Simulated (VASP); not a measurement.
Output of a VASP run:

OSZICAR:
```
       N       E                     dE             d eps       ncg     rms          rms(c)
DAV:   1     0.302916787970E+02    0.30292E+02   -0.39541E+03   630   0.971E+02
DAV:   2    -0.163485771453E+02   -0.46640E+02   -0.44741E+02   868   0.160E+02
DAV:   3    -0.179614243315E+02   -0.16128E+01   -0.16107E+01   768   0.349E+01
DAV:   4    -0.179892661112E+02   -0.27842E-01   -0.27805E-01   980   0.434E+00
DAV:   5    -0.179894612682E+02   -0.19516E-03   -0.19516E-03   757   0.346E-01    0.337E+00
DAV:   6    -0.121863488964E+02    0.58031E+01   -0.14117E+00   630   0.161E+01    0.192E+00
DAV:   7    -0.135061464931E+02   -0.13198E+01   -0.71690E-01   630   0.865E+00    0.159E+00
DAV:   8    -0.133066014209E+02    0.19955E+00   -0.17049E-01   635   0.488E+00    0.115E+00
DAV:   9    -0.134931747097E+02   -0.18657E+00   -0.24308E-01   630   0.646E+00    0.421E-01
DAV:  10    -0.133189114203E+02    0.17426E+00   -0.27132E-01   630   0.665E+00    0.334E-01
DAV:  11    -0.133192527274E+02   -0.34131E-03   -0.16507E-03   964   0.489E-01    0.187E-01
DAV:  12    -0.133136496734E+02    0.56031E-02   -0.37719E-03   633   0.840E-01    0.228E-01
DAV:  13    -0.133185601742E+02   -0.49105E-02   -0.86663E-03   630   0.130E+00    0.887E-02
DAV:  14    -0.133199985169E+02   -0.14383E-02   -0.11566E-03   632   0.413E-01    0.445E-02
DAV:  15    -0.133199973149E+02    0.12020E-05   -0.11265E-05   738   0.403E-02    0.325E-02
DAV:  16    -0.133200058856E+02   -0.85707E-05   -0.66602E-06   683   0.368E-02    0.147E-02
DAV:  17    -0.133200121353E+02   -0.62497E-05   -0.48576E-06   633   0.287E-02    0.772E-03
DAV:  18    -0.133200143545E+02   -0.22192E-05   -0.26115E-07   900   0.675E-03    0.645E-03
DAV:  19    -0.133200138375E+02    0.51705E-06   -0.54014E-08   665   0.281E-03    0.507E-03
DAV:  20    -0.133200154969E+02   -0.16595E-05   -0.45897E-07   646   0.980E-03    0.165E-03
DAV:  21    -0.133200154979E+02   -0.95122E-09   -0.11832E-08   404   0.169E-03
   1 F= -.13320015E+02 E0= -.13320015E+02  d E =-.297368E-14
```

OUTCAR:
```
------------------------ aborting loop because EDIFF is reached ----------------------------------------
  FORCE on cell =-STRESS in cart. coord.  units (eV):
  Direction    XX          YY          ZZ          XY          YZ          ZX
  --------------------------------------------------------------------------------------
  Total        0.2044431      0.2044431      0.2044431      0.0000000      0.0000000      0.0000000
  in kB       10.3800882     10.3800882     10.3800882      0.0000000      0.0000000      0.0000000
  external PRESSURE =      10.3800882 kB  Pullay stress =       0.0000000 kB
  volume of cell :       31.56
      direct lattice vectors                 reciprocal lattice vectors
     0.000000000  2.508133679  2.508133679    -0.199351416  0.199351416  0.199351416
     2.508133679  0.000000000  2.508133679     0.199351416 -0.199351416  0.199351416
     2.508133679  2.508133679  0.000000000     0.199351416  0.199351416 -0.199351416
  FREE ENERGIE OF THE ION-ELECTRON SYSTEM (eV)
  ---------------------------------------------------
  free  energy   TOTEN  =       -13.3200154979 eV

  energy  without entropy=      -13.3200154979  energy(sigma->0) =      -13.32001550
```
(Selected blocks of OUTCAR.)

### POSCAR
```
LiCl
1
    0.0000000000     2.5081336785     2.5081336785
    2.5081336785     0.0000000000     2.5081336785
    2.5081336785     2.5081336785     0.0000000000
Li Cl
1 1
Direct
  0.0000000000   0.0000000000   0.0000000000
  0.5000000000   0.5000000000   0.5000000000
```

Question: Write an INCAR and KPOINTS that could have produced this output.

Answer: One answer among several that fit: the input of the run itself, MS2 meta-GGA, plane waves, VASP's PBE PAW potentials (set 64).

### INCAR
```
! general
SYSTEM   =  LiCl
PREC     =  Accurate
ENCUT    =  520
LREAL    =  .False.   ! projection in real space or not
LASPH    =  .True.   ! aspherical one-centre terms

! electronic loop
EDIFF    =  1E-7   ! SCF stop (eV)
NELM     =  100
ALGO     =  Normal   ! blocked Davidson
LMIXTAU  =  .True.

! smearing
ISMEAR   =  0   ! Gaussian
SIGMA    =  0.05

! functional
METAGGA  =  MS2

! ions
ISIF     =  2

! output
LWAVE    =  .False.
LCHARG   =  .False.
```

File KPOINTS:
```
Regular mesh
0
Gamma
 9 9 9
```

POTCAR, in this order: Li_sv Cl (PBE.64 set). Program: vasp_std.

The compound is LiCl in the rock salt structure. This cell is one point of a volume scan, at 0.97 of the reference volume.
